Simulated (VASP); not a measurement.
The system is ZnCu2SnS4.

```
Zn Cu Sn S
1.0
    -2.71710    2.71710    5.42480
     2.71710   -2.71710    5.42480
     2.71710    2.71710   -5.42480
Zn Cu Sn S
1 2 1 4
Direct
  0.25000 0.75000 0.50000
  0.00000 0.00000 0.00000
  0.75000 0.25000 0.50000
  0.50000 0.50000 0.00000
  0.37161 0.88441 0.99960
  0.11559 0.11519 0.48720
  0.88481 0.37201 0.00040
  0.62799 0.62839 0.51280
```

| Property | Result |
| --- | --- |
| Program | VASP 6.6.1 |
| Task | relaxation of cell and atoms |
| Functional | LDA |
| Potentials or basis | VASP PAW LDA potentials, release 64 (Zn, Cu, Sn_d, S) |
| Cutoff | 600 eV |
| k mesh | 10 × 10 × 10 |
| Occupations | gaussian, width 0.03 eV |
| Spin | no spin polarisation |

At the start: pressure -3.9 GPa; volume 20.02 Å³/atom.

Question: Where does the relaxation end?

Answer: Over 11 steps the energy falls by 28.3 meV/atom and the volume is 18.85 Å³/atom (-5.9 %); space group I-4 (No. 82, to 0.05 Å).

Step by step:
| step | energy change (eV) | largest force (eV/Å) | pressure (GPa) | volume (Å³) |
| --- | --- | --- | --- | --- |
| 1 | 0.0000 | 0.6453 | -3.94 | 160.20 |
| 2 | -0.1723 | 0.5454 | 1.48 | 149.04 |
| 3 | -0.1737 | 0.5558 | 1.05 | 149.81 |
| 4 | -0.2215 | 0.1542 | 0.49 | 150.16 |
| 5 | -0.2255 | 0.0540 | 0.26 | 150.31 |
| 6 | -0.2255 | 0.0528 | 0.27 | 150.30 |
| 7 | -0.2263 | 0.0256 | -0.12 | 151.02 |
| 8 | -0.2263 | 0.0287 | -0.06 | 150.91 |
| 9 | -0.2265 | 0.0126 | -0.03 | 150.83 |
| 10 | -0.2265 | 0.0104 | 0.05 | 150.77 |
| 11 | -0.2265 | 0.0084 | 0.03 | 150.78 |

Final structure:
```yaml
crystal:
  lattice:
    - [-2.66226, 2.66226, 5.31849]
    - [2.66226, -2.66226, 5.31849]
    - [2.66226, 2.66226, -5.31849]
  atoms:
    - { symbol: Zn, position: [0.25000, 0.75000, 0.50000] }
    - { symbol: Cu, position: [0.00000, 0.00000, 0.00000] }
    - { symbol: Cu, position: [0.75000, 0.25000, 0.50000] }
    - { symbol: Sn, position: [0.50000, 0.50000, 0.00000] }
    - { symbol: S, position: [0.37007, 0.89916, 0.00895] }
    - { symbol: S, position: [0.10084, 0.10979, 0.47092] }
    - { symbol: S, position: [0.89021, 0.36112, 0.99105] }
    - { symbol: S, position: [0.63888, 0.62993, 0.52908] }
```
